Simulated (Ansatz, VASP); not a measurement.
# Cross-check of AlN between VASP and Ansatz, part 2 of 2

Aim: how closely do two programs agree when they are given the same cell, functional and k mesh? The cell is taken from a series of runs on this material, whose earlier steps may have relaxed, scaled, displaced or heated it; both programs get it as it stands.

VASP 6.6.1 and Ansatz 0.2.0.

So far: The structure; VASP: relaxation of cell and atoms, r2SCAN.

### Step 3. Ansatz: relaxation of cell and atoms, r2SCAN

Level of this step: Ansatz beside VASP: Kohn-Sham DFT, plane waves, r2SCAN (Ansatz).

Ansatz runs on its PAW soft_1 files.

The same cell, functional, mesh and smearing now go to Ansatz.

Input file input.yaml:

```yaml
crystal:
  lattice:
    - [0.0, 2.19, 2.19]
    - [2.19, 0.0, 2.19]
    - [2.19, 2.19, 0.0]
  atoms:
    - { symbol: Al, position: [0.0, 0.0, 0.0] }
    - { symbol: "N", position: [0.75, 0.75, 0.75] }
kpoints:
  mp_grid: { grid: [11, 11, 11] }
scf:
  occupations: { method: fermi_dirac, width: 0.02 }
hamiltonian:
  xc: r2scan
  pseudopotentials: { kind: paw, azcp: { folder: soft_1 } }
basis:
  ecutwfc: 600
output:
  forces: true
  stress: true
  write_density: true
  write_potential: true
  elf: true
  volumetric_format: npy
relax:
  f_tol: 0.005
  max_steps: 70
  cell: { stress_tol: 0.02, p_target: 0 }
```

Launch:

```
> ansatz run input.yaml --threads 4 --pin off --max-ram 10240MiB --backend cpu --events-out ev --progress --plain --runs-dir out
```

Numbers of over 12 decimals in the logs are rounded to 6 here.

The log of the run:

```text
Engine: ansatz 0.2.0, aarch64-unknown-linux-gnu
Pseudopotentials: kind: paw
Pseudopotential: Al, paw, valence charge 3, recommended cutoff 500 eV (meta_gga), soft_1/Al.paw.azcp
Pseudopotential: N, paw, valence charge 5, recommended cutoff 500 eV (meta_gga), soft_1/N.paw.azcp
Functional definition: r2SCAN
  parameter k0 = 0.174
  parameter k1 = 0.065
  parameter a1 = 4.9479
  exchange = r2scan_x(k0 = k0, k1 = k1, a1 = a1)
  correlation = r2scan_c
Crystal: 2 atoms, lattice volume = 21.007 Å³
Basis set: ecut = 600 eV, 725 PW (Γ), exchange–correlation on 100×100×100 points (64 copies of the dense FFT grid, shifted against one another)
Bands: 8, of which v1, the nominal top of the filled ones, is band 4 counted from 1 (3 counted from 0)
Symmetry: 24 space group operations
Space group: F-43m (ITA 216), of the structure as read, at distance tolerance 2.8e-5 Å
k-points: 56 of 1331 (time reversal used)
Non-local potential: Al, projectors of the file, l = 0: 2, l = 1: 2, l = 2: 1
Non-local potential: N, projectors of the file, l = 0: 2, l = 1: 2, l = 2: 1
PAW form: soft (Blöchl's): semilocal exchange-correlation on the pseudo side does not see the compensation charge
PAW frozen core: Al, regenerated for the run's functional (the file was generated under x = pbe(κ = 0.804, μ = 0.219515), c = pbe(β = 0.066725))
PAW frozen core: N, regenerated for the run's functional (the file was generated under x = pbe(κ = 0.804, μ = 0.219515), c = pbe(β = 0.066725))
PAW one-centre angular grid: Al, 302 points (default); XC on 160 Gauss nodes
PAW one-centre angular grid: N, 302 points (default); XC on 160 Gauss nodes
Initial density: superposition of atomic densities (chi_scale 0.1, normalization cell, long waves kept (reshape's long-wave potential 0.00 eV rms))
Initial wavefunctions: pseudopotential atomic-orbital guess
Functional: x = r2scan, c = r2scan; τ floored in thin density (d = 2e-4 eV/Å³)
SCF iter   1: F=—  HF=-929.451915 eV  |F-HF|=—  |Δ(HF+E_count)|=         —  Δρ=1.33e-1  dr2=4.63e0  dr2_τ=5.31e-1  ethr=3.10e-3  ⟨swp⟩=4.2  Hψ=3246  notcnv=0
preconditioner: auto → none  [insulator: Δε(μ)=5.575 eV  Ē_g=17.569 eV  σ=0.020 eV  W_gap=1.00  n_scr=0 (ndim 8)  ℏωp=22.9 eV  f_vac=0.000  D(μ)=0.00/eV (n_scr^D=0)  ε∞_Penn≈2.7]
SCF iter   2: F=—  HF=-928.469204 eV  |F-HF|=—  |Δ(HF+E_count)|=   9.83e-1  Δρ=6.55e-2  dr2=4.54e-1  dr2_τ=2.05e-1  ethr=3.10e-3  ⟨swp⟩=3.1  Hψ=1509  notcnv=0
SCF iter   3: F=—  HF=-928.435640 eV  |F-HF|=—  |Δ(HF+E_count)|=   3.36e-2  Δρ=2.38e-2  dr2=6.44e-2  dr2_τ=3.62e-3  ethr=3.10e-3  ⟨swp⟩=2.5  Hψ=953  notcnv=0
SCF iter   4: F=—  HF=-928.439521 eV  |F-HF|=—  |Δ(HF+E_count)|=   3.88e-3  Δρ=1.71e-3  dr2=5.96e-4  dr2_τ=2.69e-5  ethr=8.05e-4  ⟨swp⟩=2.6  Hψ=898  notcnv=0
SCF iter   5: F=—  HF=-928.439422 eV  |F-HF|=—  |Δ(HF+E_count)|=   9.93e-5  Δρ=5.05e-4  dr2=6.14e-5  dr2_τ=1.11e-6  ethr=7.45e-6  ⟨swp⟩=2.9  Hψ=712  notcnv=0
SCF iter   6: F=—  HF=-928.439405 eV  |F-HF|=—  |Δ(HF+E_count)|=   1.67e-5  Δρ=2.28e-5  dr2=3.80e-8  dr2_τ=1.22e-8  ethr=1.25e-9  ⟨swp⟩=6.2  Hψ=2410  notcnv=0
SCF iter   7: F=-928.439405 eV  HF=-928.439405 eV  |F-HF|=3.11e-9  |Δ(HF+E_count)|=   1.17e-7  Δρ=4.49e-6  dr2=1.57e-9  dr2_τ=3.29e-10  ethr=4.75e-10  ⟨swp⟩=4.4  Hψ=2040  notcnv=0
SCF 1 converged in 7 iterations: F = -928.439405 eV  dr2 = 1.57e-9
  greatest PAW one-centre occupation: 0.797 electrons in one spin orbital (limit 2), on the N atom at site 1 (counted from 0), in its partial waves of l = 0
relax step   1: F+E_penalty+E_count = -928.43940520 eV  Δ(F+E_penalty+E_count) = +0.000e0 eV  max|allowed force component| = 1.943e-16 eV/Å  Δτ_max = 0.0000 Å  P = -1.511 GPa  Ω = 21.007 Å³  (7 SCF iters, dr2 threshold 1.00e-7 eV, accepted)
[...]
relax step   2: F+E_penalty+E_count = -928.43997856 eV  Δ(F+E_penalty+E_count) = -5.734e-4 eV  max|allowed force component| = 9.483e-17 eV/Å  Δτ_max = 0.0000 Å  P = -0.735 GPa  Ω = 20.928 Å³  energy of the carried Pulay correction = +2.006e-5 eV  (4 SCF iters, dr2 threshold 2.00e-7 eV, accepted)
[...]
relax step   3: F+E_penalty+E_count = -928.44016696 eV  Δ(F+E_penalty+E_count) = -1.884e-4 eV  max|allowed force component| = 1.665e-16 eV/Å  Δτ_max = 0.0000 Å  P = +0.006 GPa  Ω = 20.854 Å³  energy of the carried Pulay correction = +3.897e-5 eV  (4 SCF iters, dr2 threshold 2.00e-7 eV, accepted)
[...]
relax step   4: F+E_penalty+E_count = -928.44012727 eV  Δ(F+E_penalty+E_count) = +3.969e-5 eV  max|allowed force component| = 1.712e-16 eV/Å  Δτ_max = 0.0000 Å  P = +0.005 GPa  Ω = 20.854 Å³  stress off target by 4.77e-3 GPa  SCF on the basis re-selected at this cell (its energy is not comparable with the rows above)  (5 SCF iters)
basis re-selected at this cell: Δ(F+E_penalty+E_count) = +3.969e-5 eV, ΔP = -0.001 GPa vs the last step (what re-selecting the basis moved, of the pressure what is left beyond the Pulay correction that the steps carried, after the strain that the cell walked since its last selection, with what the two solves' SCF thresholds leave and, on support functions, any second-order correction that the steps lacked; it is no m [...]
SCF converged after 5 iterations
Free energy (F): -928.440127 eV
Harris-Foulkes:  -928.440127 eV  (|F-HF|=8.75e-12)
Internal energy: -928.440127 eV  (E = F + TS)
E sigma→0 (E₀):  -928.440127 eV
Fermi energy:    8.722268 eV
--- Per-component energies (eV) ---
  E_band       = 11.358729
  E_kinetic    = 157.685761
  E_local      = -209.987972  (includes V_loc(G=0)·N_el)
  E_nonlocal   = 43.599423
  E_hartree    = 78.097288
  E_xc         = -96.264717
  E_vxc        = -117.830864  (∫ρ·V_xc dr)
  E_paw        = -604.969126  (= ΣΔE_a)
  E_vpaw       = -24.587060  (= ΣTr[D̂ρ^β])
  E_aug_tail   = 0.000017  (compensation charges beyond the density's cutoff)
  E_vtau       = 6.284848  (kinetic-family band-sum trace: ∫τ·v_τ [+ j·A + Jᵃ·Aᵃ] dr)
  E_ewald      = -296.511128
  E_core_change = -0.089673  (= ΣΔE_core)
  E_smearing   = -0.000000  (= −TS)
  E_closure    = 0.000000  (closes the sum)
  Σ components = -928.440127   (vs F -928.440127, Δ=0.00e0)
--- Forces (eV/Å), atoms counted from 1 ---
  atom   1  Al    -0.00000000     0.00000000     0.00000000
  atom   2  N      0.00000000    -0.00000000    -0.00000000
  max |Σ_I F_I| component: 1.57e-16 eV/Å
--- Stress (GPa, compression-positive) ---
        0.004766      -0.000000      -0.000000
       -0.000000       0.004766      -0.000000
       -0.000000      -0.000000       0.004766
  P = ⅓ Tr σ = 0.0048 GPa (0.048 kbar)
--- Band table (eV; the first three rows and the last of 56) ---
  k-point 0: bands = ["-9.0501", "6.6856", "6.6856", "6.6856", "11.5221", "20.2048", "20.2048", "20.2048"]
  k-point 1: bands = ["-8.9292", "6.0060", "6.6422", "6.6422", "12.0870", "19.8846", "20.3262", "20.3262"]
  k-point 2: bands = ["-8.5830", "4.5712", "6.5302", "6.5302", "13.1537", "19.1804", "20.3125", "20.3125"]
  k-point 55: bands = ["-6.4025", "2.7938", "3.0858", "4.3484", "13.3745", "18.5443", "19.8209", "20.2681"]
--- Relaxed structure (3 steps of the walk, 3 accepted, 1 SCFs on fresh bases) ---
  F+E_penalty+E_count = -928.44012727 eV   max|allowed force component| = 1.712e-16 eV/Å   (the final SCF, on the basis selected at the relaxed cell)
  cell:  # Å, volume = 20.8540 Å³
    - [0, 2.184674, 2.184674]
    - [2.184674, 0, 2.184674]
    - [2.184674, 2.184674, 0]
  atoms:
    - { symbol: Al, position: [0, 0, 0] }
    - { symbol: N, position: [0.75, 0.75, 0.75] }
```

### Step 4. Differences

Known differences besides the potentials themselves: VASP keeps PBE cores, Ansatz makes them for the functional; the cutoff is 600 eV in Ansatz and 660 eV in VASP; Ansatz adds a Pulay correction to the stress that steers its cell, VASP none. Total energies have different zeros and are not compared.

The two programs side by side:

| quantity | Ansatz | VASP | difference |
| --- | --- | --- | --- |
| volume (Å³) | 20.85 | 20.83 | +0.11 % |
| edge a after relaxation, in the typed setting (Å) | 3.090 | 3.088 | +0.04 % |

### Step 5. Outcome

```json
{
  "difference in volume (relaxation of cell and atoms, r2SCAN)": "0.11 %"
}
```

In words: The difference in volume is 0.11 % (relaxation of cell and atoms, r2SCAN), within the 1.2 % picked in this series as the mark of a large difference, as far as the stopping tolerances let one tell. Such differences can come from data sets, numerical settings and the points named under the comparisons, not from the functional's error against experiment.

[Lines on the potential files, build, host, timing and source positions are cut from VASP's logs without a mark.]

[Logs are printed without paths, hosts, clocks, repeated set-up lines and the standing remarks that a program may print on its own settings, such as how far it seeks lower states.]

[Hosts, paths, dates, database ids (printed as entryN), source tags and the programs' standing remarks are cut or masked in the printed files.]
